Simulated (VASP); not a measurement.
Computed with PBEsol GGA, VASP's PBE PAW potentials (set 64) (plane waves; VASP 6.6.1).

VASP ran on this input.

INCAR:
```
ALGO=Normal
EDIFF=1E-7
ENCUT=400
GGA=PS
ISIF=2
ISMEAR=-5
LASPH=T
LCHARG=T
LMAXMIX=4
LORBIT=11
LREAL=F
LWAVE=F
NEDOS=601
NELM=100
PREC=Accurate
SYSTEM=VAl
```

File KPOINTS:
```
Automatic mesh
0
Gamma
13 13 13
0 0 0
```

File POSCAR:
```
VAl
5.6652320
  0.0000000000   0.4999999815   0.4999999815
  0.4999999815   0.0000000000   0.4999999815
  0.4999999815   0.4999999815   0.0000000000
V Al
1 1
Cartesian
  0.9999999630   0.4999999815   0.4999999815
  0.2499999908   0.2499999908   0.2499999908
```

POTCAR, in this order: V_sv Al (PBE.64 set). Program: vasp_std.

### Question
Estimate the energy per atom (σ→0), band gap (on the k-mesh).

### Answer

```
Quantity                                                    Result
------------------------  ----------------------------------------
energy per atom (σ→0)                               -4.877 eV/atom
band gap (on the k-mesh)  none (metal, semimetal or under 0.01 eV)
```

**OSZICAR**
```
...
DAV:   9    -0.975466293791E+01   -0.15619E-02   -0.12929E-02  2680   0.861E-01    0.326E-01
DAV:  10    -0.975322657470E+01    0.14364E-02   -0.71615E-03  2332   0.785E-01    0.100E-01
DAV:  11    -0.975323746912E+01   -0.10894E-04   -0.46931E-04  2396   0.263E-01    0.452E-02
DAV:  12    -0.975320876627E+01    0.28703E-04   -0.95759E-05  2572   0.966E-02    0.773E-03
DAV:  13    -0.975321024590E+01   -0.14796E-05   -0.33242E-06  2416   0.175E-02    0.146E-03
DAV:  14    -0.975321052773E+01   -0.28182E-06   -0.96507E-08  1692   0.248E-03    0.265E-04
DAV:  15    -0.975321052969E+01   -0.19616E-08   -0.15603E-08  1120   0.967E-04
   1 F= -.97532105E+01 E0= -.97532105E+01  d E =0.000000E+00
```

The structure was generated: VAl was put into the zinc blende type (F-43m), which need not be its known phase. It was relaxed first, which changed the volume by -28 %. The run is not spin-polarised, so no magnetic state was tried.
